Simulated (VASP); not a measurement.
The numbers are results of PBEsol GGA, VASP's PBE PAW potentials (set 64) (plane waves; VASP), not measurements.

The input files of a VASP run:

### KPOINTS
```
k-points along high-symmetry lines
15
Line-mode
Reciprocal
  0.000000   0.000000   0.000000 ! GAMMA
  0.000000   0.500000   0.000000 ! X

  0.000000   0.500000   0.000000 ! X
  0.500000   0.500000   0.000000 ! M

  0.500000   0.500000   0.000000 ! M
  0.000000   0.000000   0.000000 ! GAMMA

  0.000000   0.000000   0.000000 ! GAMMA
  0.500000   0.500000   0.500000 ! R

  0.500000   0.500000   0.500000 ! R
  0.000000   0.500000   0.000000 ! X

  0.500000   0.500000   0.500000 ! R
  0.500000   0.500000   0.000000 ! M
```

### POSCAR
```
RhB
1
    2.6802293110     0.0000000000     0.0000000000
    0.0000000000     2.6802293110     0.0000000000
   -0.0000000000     0.0000000000     2.6802293110
Rh B
1 1
Direct
  0.0000000000   0.0000000000   0.0000000000
  0.5000000000   0.5000000000   0.5000000000
```

### INCAR
```
ALGO  =  Normal
EDIFF  =  1E-7
ENCUT  =  520
GGA  =  PS
ICHARG  =  11
ISMEAR  =  0
LASPH  =  .True.
LCHARG  =  .False.
LMAXMIX  =  4
LORBIT  =  11
LREAL  =  .False.
LWAVE  =  .False.
NELM  =  100
PREC  =  Accurate
SIGMA  =  0.05
SYSTEM  =  RhB
```

POTCAR, in this order: Rh_pv B (PBE.64 set). Program: vasp_std. Read from the step before: CHGCAR.

Output of the run:

OSZICAR:
```
       N       E                     dE             d eps       ncg     rms          rms(c)
DAV:   1     0.137871509284E+03    0.13787E+03   -0.11078E+04  2348   0.148E+03
DAV:   2    -0.116709579571E+02   -0.14954E+03   -0.14530E+03  2630   0.394E+02
DAV:   3    -0.139780417368E+02   -0.23071E+01   -0.22592E+01  2725   0.528E+01
DAV:   4    -0.139937644614E+02   -0.15723E-01   -0.15717E-01  2671   0.439E+00
DAV:   5    -0.139940104727E+02   -0.24601E-03   -0.24601E-03  2693   0.505E-01
DAV:   6    -0.139940172698E+02   -0.67971E-05   -0.67957E-05  2930   0.731E-02
DAV:   7    -0.139940174515E+02   -0.18166E-06   -0.18317E-06  2478   0.961E-03
DAV:   8    -0.139940174584E+02   -0.69758E-08   -0.67580E-08  1928   0.172E-03
   1 F= -.13994017E+02 E0= -.13991390E+02  d E =-.525401E-02
```

### OUTCAR
```
 val. band max:       12.4348679632   @ k =   0.5000   0.5000   0.3214

 cond. band min:      12.4412178868   @ k =   0.3929   0.5000   0.0000



 k-point     1 :       0.0000    0.0000    0.0000
  band No.  band energies     occupation
      1     -35.0413      2.00000
      2     -35.0413      2.00000
      3     -35.0413      2.00000
      4      -0.8306      2.00000
      5       6.0145      2.00000
      6       6.0145      2.00000
      7      10.8380      2.00000
      8      10.8380      2.00000
      9      10.8380      2.00000
     10      14.5328      0.00000
     11      14.5328      0.00000
     12      14.5328      0.00000
     13      25.5618      0.00000

 k-point     2 :       0.0000    0.0357    0.0000
  band No.  band energies     occupation
      1     -35.0470      2.00000
      2     -35.0408      2.00000
      3     -35.0408      2.00000
      4      -0.8023      2.00000
      5       6.0228      2.00000
      6       6.0273      2.00000
      7      10.7692      2.00000
      8      10.7692      2.00000
      9      10.8409      2.00000
     10      14.4654      0.00000
     11      14.6174      0.00000
     12      14.6174      0.00000
     13      25.5935      0.00000

 k-point     3 :       0.0000    0.0714    0.0000
  band No.  band energies     occupation
      1     -35.0636      2.00000
      2     -35.0394      2.00000
      3     -35.0394      2.00000
      4      -0.7179      2.00000
      5       6.0476      2.00000
      6       6.0633      2.00000
      7      10.5811      2.00000
      8      10.5811      2.00000
      9      10.8496      2.00000
     10      14.2750      0.00000
     11      14.8530      0.00000
     12      14.8530      0.00000
     13      25.6714      0.00000

 k-point     4 :       0.0000    0.1071    0.0000
  band No.  band energies     occupation
      1     -35.0902      2.00000
      2     -35.0370      2.00000
      3     -35.0370      2.00000
      4      -0.5789      2.00000
...
```

The density is held fixed in this step, so its total energy and stress have no physical meaning.

The structure was generated: RhB was put into the CsCl type type (Pm-3m), which need not be its known phase. It was relaxed first, which changed the volume by -24 %.
